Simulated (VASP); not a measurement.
Data:

```xyz
8
Lattice="3.1500 0.0000 0.0000 0.0000 3.1500 0.0000 0.0000 0.0000 21.0251" Properties=species:S:1:pos:R:3 pbc="T T T"
Zn     1.7071     1.6738     5.0707
Zn     1.5276     1.4904     8.0965
Zn     1.5753     1.6167    11.3161
Zn     1.6510     1.5215    14.4076
Au    -0.0919    -0.0755     6.6552
Au    -0.1187     0.0765     9.7946
Au    -0.0015    -0.0030    12.8104
Au     0.0513    -0.0004    15.9493
```

Level of theory: PBEsol GGA, VASP's PBE PAW potentials (set 64) (plane waves; VASP 6.6.1). Numerical set-up: 300 eV cut-off, 5×5×1 Γ-centred mesh, first-order Methfessel-Paxton smearing of 0.20 eV, potentials Zn Au.

The cell holds a wide vacuum, so values per volume refer to the whole cell. Unless said otherwise, spin-orbit coupling is left out, though it shifts the bands of the heavy elements here.

Q: What does the run give for the energy per atom (σ→0), largest force, band gap (on the k-mesh) with the smallest direct gap where there is one?

A: 
- band gap (on the k-mesh): none (metal, semimetal or under 0.01 eV)
- energy per atom (σ→0): -264.5 kJ/mol of atoms
- largest force: 0.758 eV/Å

Only differences to runs with the same potentials and settings are physical.

The cell is a sheet with vacuum, built from a database entry that may be metastable or hypothetical.
